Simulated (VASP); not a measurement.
# BaTiO3: the band gap up a ladder of functionals, part 6 of 7

Aim: the band gap of BaTiO3 at many levels of theory on one cell, with the cost of each. The start is a cell from a database of measured crystal structures.

VASP 6.6.1, plane waves and PAW; the level of theory is named at each step.

So far, least gap on mesh and path (eV): step 2 (bands, level LDA, k 4×4×4) 1.63; step 5 (bands, level r2SCAN, k 4×4×4) 2.11; step 7 (bands, level AM05, k 4×4×4) 1.67; step 9 (bands, level HSE06, k 4×4×4) 3.14; step 10 (bands, level HSEsol, k 4×4×4) 3.09.

## Step 12: Bands with r2SCAN-EpsX, k 4×4×4

This step: r2SCAN-EpsX, exact-exchange share 1/6.736; plane waves and PAW (Ba_sv, Ti_sv, O) (VASP 6.6.1).

Here the share of exact exchange is set to the inverse of the computed dielectric constant, since screening weakens exchange.

INCAR reads:

```
SYSTEM = BaTiO3
PREC = Accurate
ENCUT = 520
EDIFF = 1E-06
NELM = 100
ISMEAR = 0
SIGMA = 0.02
LREAL = .FALSE.
ALGO = Normal
LHFCALC = .TRUE.
AEXX = 0.148
METAGGA = R2SCAN
LASPH = .TRUE.
NBANDS = 26
PRECFOCK = Fast
HFRCUT = -1
LORBIT = 11
LWAVE = .FALSE.
LCHARG = .FALSE.
KPAR = 8
```

POSCAR reads:

```
BaTiO3
1.0
    4.0060000000      0.0000000000      0.0000000000
    0.0000000000      4.0060000000      0.0000000000
    0.0000000000      0.0000000000      4.0060000000
Ba Ti O
1 1 3
Direct
    0.5000000000      0.5000000000      0.5000000000
    0.0000000000      0.0000000000      0.0000000000
    0.5000000000      0.0000000000      0.0000000000
    0.0000000000      0.5000000000      0.0000000000
    0.0000000000      0.0000000000      0.5000000000
```

KPOINTS reads:

```
Automatic mesh
0
Gamma
4 4 4
0 0 0
```

KPOINTS_OPT reads:

```
Line mode
6
Line-mode
Reciprocal
  0.00000000   0.00000000   0.00000000 GAMMA
  0.00000000   0.50000000   0.00000000 X

  0.00000000   0.50000000   0.00000000 X
  0.50000000   0.50000000   0.00000000 M

  0.50000000   0.50000000   0.00000000 M
  0.00000000   0.00000000   0.00000000 GAMMA

  0.00000000   0.00000000   0.00000000 GAMMA
  0.50000000   0.50000000   0.50000000 R

  0.50000000   0.50000000   0.50000000 R
  0.00000000   0.50000000   0.00000000 X

  0.50000000   0.50000000   0.00000000 M
  0.50000000   0.50000000   0.50000000 R
```

The projector-augmented-wave data sets are Ba_sv, Ti_sv and O (PBE family, release 64).

Run with:

```
$ mpirun -np 8 vasp_std
```

Numbers of over 12 decimals in the logs are rounded to 6 here.

Log:

```text
[banner, memory and clock lines left out]
running    8 mpi-ranks, on    1 nodes
[...]
[... a notice as in an earlier step ...]

 [... a notice as in an earlier step ...]

 LDA part: xc-table for (None), standard interpolation
 found WAVECAR, reading the header
 POSCAR, INCAR and KPOINTS ok, starting setup
[...]
HFRCUT set to (new)   9.940496
 reading WAVECAR
 the WAVECAR file was read successfully
 initial charge from wavefunction
 entering main loop
       N       E                     dE             d eps       ncg     rms          rms(c)
DAV:   1    -0.760351735009E+02   -0.76035E+02   -0.25182E+00   568   0.139E+01    0.330E+00
DAV:   2    -0.758208924647E+02    0.21428E+00   -0.72556E-01   586   0.103E+01    0.814E-01
DAV:   3    -0.758462681722E+02   -0.25376E-01   -0.46976E-02   648   0.161E+00    0.753E-01
DAV:   4    -0.758416165867E+02    0.46516E-02   -0.20339E-02   630   0.145E+00    0.299E-01
[...]
DAV:  10    -0.758415061386E+02   -0.25682E-05   -0.15474E-06   296   0.119E-02    0.134E-02
[...]
1 F= -.75841508E+02 E0= -.75841508E+02  d E =-.103516E-22
 Start KPOINTS_OPT (optional k-point list driver)
k-point batch [1-10\36]
       N       E                     dE             ncg
DAV:   1     0.211268325207E+03   -0.71643E+04      520
DAV:   2    -0.419995252416E+04   -0.44112E+04      560
DAV:   3    -0.478907527052E+04   -0.58912E+03      684
DAV:   4    -0.482932863568E+04   -0.40253E+02      676
DAV:   5    -0.483052795021E+04   -0.11993E+01      732
DAV:   6    -0.483056270499E+04   -0.34755E-01      712
DAV:   7    -0.483056344216E+04   -0.73717E-03      750
DAV:   8    -0.483056345563E+04   -0.13467E-04      624
DAV:   9    -0.483056345590E+04   -0.27624E-06      408
[...]
k-point batch [31-36\36]
       N       E                     dE             ncg
DAV:   1     0.483028927198E+04   -0.86634E+04      312
DAV:   2     0.212310307132E+04   -0.27072E+04      366
DAV:   3     0.178526571684E+04   -0.33784E+03      364
DAV:   4     0.176367755140E+04   -0.21588E+02      446
DAV:   5     0.176304504800E+04   -0.63250E+00      440
DAV:   6     0.176303143205E+04   -0.13616E-01      472
DAV:   7     0.176303120685E+04   -0.22521E-03      408
DAV:   8     0.176303120332E+04   -0.35286E-05      408
DAV:   9     0.176303120321E+04   -0.11335E-06      280
```

Run time: 16 min. Hardware: 8 MPI ranks of AMD EPYC 7R43, shared host; peak memory 1.4 GiB.

OUTCAR, selected parts (step 12):

```text
 POSITION                                       TOTAL-FORCE (eV/Angst)
 -----------------------------------------------------------------------------------
      2.00300      2.00300      2.00300         0.000000      0.000000      0.000000
      0.00000      0.00000      0.00000         0.000000      0.000000      0.000000
      2.00300      0.00000      0.00000         0.000000      0.000000      0.000000
      0.00000      2.00300      0.00000         0.000000      0.000000      0.000000
      0.00000      0.00000      2.00300         0.000000      0.000000      0.000000
 -----------------------------------------------------------------------------------
    total drift:                                0.000000     -0.000000     -0.000001

  FREE ENERGIE OF THE ION-ELECTRON SYSTEM (eV)
  ---------------------------------------------------
  free  energy   TOTEN  =       -75.8415084445 eV

  energy  without entropy=      -75.8415084445  energy(sigma->0) =      -75.84150844

[... 2 parts as in an earlier step ...]

[... 1 further part left out ...]
[key lines of the parts left out:]
E-fermi :   2.8684
```

The share of exact exchange rests on that dielectric constant; a constant that is too large makes it too small.

Electronic bands along the path, in eV, zero at the valence-band top; v1 is the highest filled band, c1 the lowest empty one:

```csv
point,v4,v3,v2,v1,c1,c2,c3,c4
Γ,-1.16,-0.14,-0.14,-0.14,3.32,3.32,3.32,5.34
0.40 of the way,-1.47,-0.99,-0.39,-0.39,3.37,4.02,4.02,5.34
X,-1.89,-1.89,-0.76,-0.76,3.48,5.15,5.15,5.35
0.60 of the way,-1.54,-1.28,-1.13,-0.36,4.62,5.16,5.40,6.18
M,-1.89,-0.91,-0.91,-0.09,5.16,5.16,5.66,6.30
0.40 of the way,-1.57,-1.24,-1.02,-0.43,4.55,4.66,5.02,6.09
Γ,-1.16,-0.14,-0.14,-0.14,3.32,3.32,3.32,5.34
0.40 of the way,-2.10,-0.79,-0.71,-0.71,4.41,4.45,4.45,6.90
R,-2.50,0.00,0.00,0.00,5.91,5.91,5.91,8.67
0.40 of the way,-2.42,-0.73,-0.48,-0.31,5.25,5.54,5.55,8.05
X,-1.89,-1.89,-0.76,-0.76,3.48,5.15,5.15,5.35
jump to M,-1.89,-0.91,-0.91,-0.09,5.16,5.16,5.66,6.30
0.40 of the way,-2.63,-0.68,-0.68,-0.06,5.40,5.40,5.75,7.44
R,-2.50,0.00,0.00,0.00,5.91,5.91,5.91,8.67
```

Of the projections kept (Ba, Ti, O), the largest for each band there; the rest of the weight can lie on other orbitals:

```
point      v4      v3      v2      v1       c1       c2       c3       c4
    Γ  O 1.00  O 0.94  O 0.94  O 0.94  Ti 0.97  Ti 0.97  Ti 0.97  Ti 0.96
    X  O 0.74  O 0.74  O 0.94  O 0.94  Ti 1.00  Ti 0.84  Ti 0.84  Ti 0.96
    M  O 0.86  O 0.88  O 0.88  O 0.98  Ti 0.85  Ti 0.85  Ti 0.88  Ti 0.89
    Γ  O 1.00  O 0.94  O 0.94  O 0.94  Ti 0.97  Ti 0.97  Ti 0.97  Ti 0.96
    R  O 0.59  O 1.00  O 1.00  O 1.00  Ti 0.84  Ti 0.84  Ti 0.84  Ba 0.84
    X  O 0.74  O 0.74  O 0.94  O 0.94  Ti 1.00  Ti 0.84  Ti 0.84  Ti 0.96
```

The gap is 3.32 eV, indirect, from R to Γ. Against LDA that is +1.69 eV; this run took 29 times the core time, on fewer points of the path.

## Step 13: Bands with PBE + SOC

This step: PBE, spin-orbit coupling; plane waves and PAW (Ba_sv, Ti_sv, O) (VASP 6.6.1).

Spin-orbit coupling needs spinors and the noncollinear program, where each band holds one electron.

INCAR reads:

```
SYSTEM = BaTiO3
PREC = Accurate
ENCUT = 520
EDIFF = 1E-06
NELM = 100
ISMEAR = 0
SIGMA = 0.02
LREAL = .FALSE.
ALGO = Normal
GGA = PE
LNONCOLLINEAR = .TRUE.
MAGMOM = 0 0 0 0 0 0 0 0 0 0 0 0 0 0 0
NBANDS = 52
GGA_COMPAT = .FALSE.
LASPH = .TRUE.
LSORBIT = .TRUE.
LMAXMIX = 4
LORBIT = 11
LWAVE = .FALSE.
LCHARG = .FALSE.
KPAR = 8
```

POSCAR is that of step 12.

KPOINTS reads:

```
Automatic mesh
0
Gamma
5 5 5
0 0 0
```

Changes to KPOINTS_OPT since step 12:

```diff
@@ -1,3 +1,3 @@
 Line mode
-6
+16
 Line-mode
```

Run with:

```
$ mpirun -np 8 vasp_ncl
```

Log:

```text
[... set-up lines as in an earlier step ...]
 entering main loop
       N       E                     dE             d eps       ncg     rms          rms(c)
DAV:   1     0.499236803252E+03    0.49924E+03   -0.19773E+04  1040   0.166E+03
DAV:   2     0.270084709395E+02   -0.47223E+03   -0.44096E+03  1140   0.472E+02
DAV:   3    -0.464505795100E+02   -0.73459E+02   -0.71959E+02  1412   0.183E+02
DAV:   4    -0.509980496909E+02   -0.45475E+01   -0.45346E+01  1464   0.427E+01
[...]
DAV:  13    -0.401646397988E+02   -0.22363E-04   -0.14008E-04  1296   0.101E-01    0.297E-02
DAV:  14    -0.401646288352E+02    0.10964E-04   -0.29857E-05  1476   0.781E-02    0.126E-02
DAV:  15    -0.401646294723E+02   -0.63702E-06   -0.44606E-06  1280   0.288E-02
   1 F= -.40164629E+02 E0= -.40164629E+02  d E =-.358379E-11  mag=     0.0000    -0.0000    -0.0000
 Start KPOINTS_OPT (optional k-point list driver)
k-point batch [1-10\96]
       N       E                     dE             ncg
DAV:   1     0.931286898866E+03   -0.12804E+03     1040
DAV:   2    -0.326717794944E+04   -0.41985E+04     1140
DAV:   3    -0.386753403339E+04   -0.60036E+03     1488
DAV:   4    -0.391479625242E+04   -0.47262E+02     1376
[...]
DAV:   8    -0.391753320208E+04   -0.38274E-04     1456
DAV:   9    -0.391753320415E+04   -0.20673E-05     1112
DAV:  10    -0.391753320425E+04   -0.95499E-07      748
[...]
k-point batch [91-96\96]
       N       E                     dE             ncg
DAV:   1     0.612170139794E+04   -0.84201E+04      624
DAV:   2     0.356081358310E+04   -0.25609E+04      676
DAV:   3     0.316478249436E+04   -0.39603E+03      960
DAV:   4     0.314033218657E+04   -0.24450E+02      824
DAV:   5     0.313925305059E+04   -0.10791E+01      944
DAV:   6     0.313922856064E+04   -0.24490E-01      800
DAV:   7     0.313922781019E+04   -0.75045E-03      976
DAV:   8     0.313922778680E+04   -0.23389E-04      804
DAV:   9     0.313922778630E+04   -0.49916E-06      672
```

It took 1.9 min on 8 MPI ranks; peak memory 2.5 GiB; 15 min of CPU time.

OUTCAR, selected parts (step 13):

```text
  Total        1.3696737      1.3696737      1.3696737     -0.0000000     -0.0000000      0.0000000
  in kB       34.1346035     34.1346035     34.1346035     -0.0000000     -0.0000000      0.0000000
  external PRESSURE =      34.1346035 kB  Pullay stress =       0.0000000 kB

 POSITION                                       TOTAL-FORCE (eV/Angst)
 -----------------------------------------------------------------------------------
      2.00300      2.00300      2.00300         0.000000      0.000000      0.000000
      0.00000      0.00000      0.00000         0.000000      0.000000      0.000000
      2.00300      0.00000      0.00000         0.000000      0.000000      0.000000
      0.00000      2.00300      0.00000         0.000000      0.000000      0.000000
      0.00000      0.00000      2.00300         0.000000      0.000000      0.000000
 -----------------------------------------------------------------------------------
    total drift:                               -0.000000     -0.000000     -0.000000

  FREE ENERGIE OF THE ION-ELECTRON SYSTEM (eV)
  ---------------------------------------------------
  free  energy   TOTEN  =       -40.1646294723 eV

  energy  without entropy=      -40.1646294723  energy(sigma->0) =      -40.16462947

 magnetization (x)
# of ion       s       p       d       tot
------------------------------------------
    1       -0.000   0.000   0.000  -0.000
    2        0.000   0.000   0.000   0.000
    3        0.000   0.000   0.000   0.000
    4       -0.000  -0.000   0.000  -0.000
    5       -0.000  -0.000   0.000  -0.000
--------------------------------------------------
tot          0.000  -0.000   0.000  -0.000

 magnetization (y)
# of ion       s       p       d       tot
------------------------------------------
    1       -0.000  -0.000   0.000  -0.000
    2       -0.000  -0.000  -0.000  -0.000
    3        0.000   0.000   0.000   0.000
    4       -0.000   0.000   0.000   0.000
    5        0.000   0.000   0.000   0.000
--------------------------------------------------
tot          0.000   0.000  -0.000   0.000

 magnetization (z)
# of ion       s       p       d       tot
------------------------------------------
    1        0.000  -0.000   0.000   0.000
    2       -0.000  -0.000   0.000  -0.000
    3        0.000   0.000   0.000   0.000
    4       -0.000  -0.000   0.000  -0.000
    5       -0.000   0.000   0.000   0.000
--------------------------------------------------
tot         -0.000  -0.000   0.000  -0.000

[... 1 part as in an earlier step ...]

[... 2 further parts left out ...]
[key lines of the parts left out:]
E-fermi :   3.7999
```

Electronic bands along the path, in eV, zero at the valence-band top; v1 is the highest filled band, c1 the lowest empty one:

```csv
point,v4,v3,v2,v1,c1,c2,c3,c4
Γ,-0.10,-0.10,-0.10,-0.10,1.72,1.72,1.72,1.72
0.47 of the way,-0.48,-0.48,-0.42,-0.42,1.80,1.80,2.59,2.59
X,-0.74,-0.74,-0.70,-0.70,1.89,1.89,3.45,3.45
0.53 of the way,-1.10,-1.10,-0.45,-0.45,2.82,2.82,3.46,3.46
M,-0.80,-0.80,-0.10,-0.10,3.46,3.46,3.48,3.48
0.47 of the way,-0.99,-0.99,-0.47,-0.47,2.74,2.74,2.86,2.86
Γ,-0.10,-0.10,-0.10,-0.10,1.72,1.72,1.72,1.72
0.47 of the way,-0.69,-0.69,-0.64,-0.64,3.01,3.01,3.03,3.03
R,0.00,0.00,0.00,0.00,4.13,4.13,4.13,4.13
0.47 of the way,-0.56,-0.56,-0.43,-0.43,3.35,3.35,3.71,3.71
X,-0.74,-0.74,-0.70,-0.70,1.89,1.89,3.45,3.45
jump to M,-0.80,-0.80,-0.10,-0.10,3.46,3.46,3.48,3.48
0.47 of the way,-0.56,-0.56,-0.06,-0.06,3.74,3.74,3.74,3.74
R,0.00,0.00,0.00,0.00,4.13,4.13,4.13,4.13
```

Of the projections kept (Ba, Ti, O), the largest for each band there; the rest of the weight can lie on other orbitals:

```csv
point,v4,v3,v2,v1,c1,c2,c3,c4
Γ,O 0.94,O 0.94,O 0.94,O 0.94,Ti 0.97,Ti 0.97,Ti 0.97,Ti 0.97
X,O 0.94,O 0.94,O 0.94,O 0.94,Ti 1.00,Ti 1.00,Ti 0.81,Ti 0.81
M,O 0.87,O 0.87,O 0.97,O 0.97,Ti 0.82,Ti 0.82,Ti 0.82,Ti 0.82
Γ,O 0.94,O 0.94,O 0.94,O 0.94,Ti 0.97,Ti 0.97,Ti 0.97,Ti 0.97
R,O 1.00,O 1.00,O 1.00,O 1.00,Ti 0.82,Ti 0.82,Ti 0.82,Ti 0.82
X,O 0.94,O 0.94,O 0.94,O 0.94,Ti 1.00,Ti 1.00,Ti 0.81,Ti 0.81
```

The gap is 1.72 eV, indirect, from R to Γ. That is the gap of PBE again, on another mesh; this run took 2.6 times the core time.

(Part 6 of 7 ends here.)

[Lines on the potential files, build, host, timing and source positions are cut from VASP's logs without a mark.]

[Logs are printed without paths, hosts, clocks, repeated set-up lines and the standing remarks that a program may print on its own settings, such as how far it seeks lower states.]

[Hosts, paths, dates, database ids (printed as entryN), source tags and the programs' standing remarks are cut or masked in the printed files.]

[A measured line is paired with the nearest computed mode of its activity, which favours agreement.]
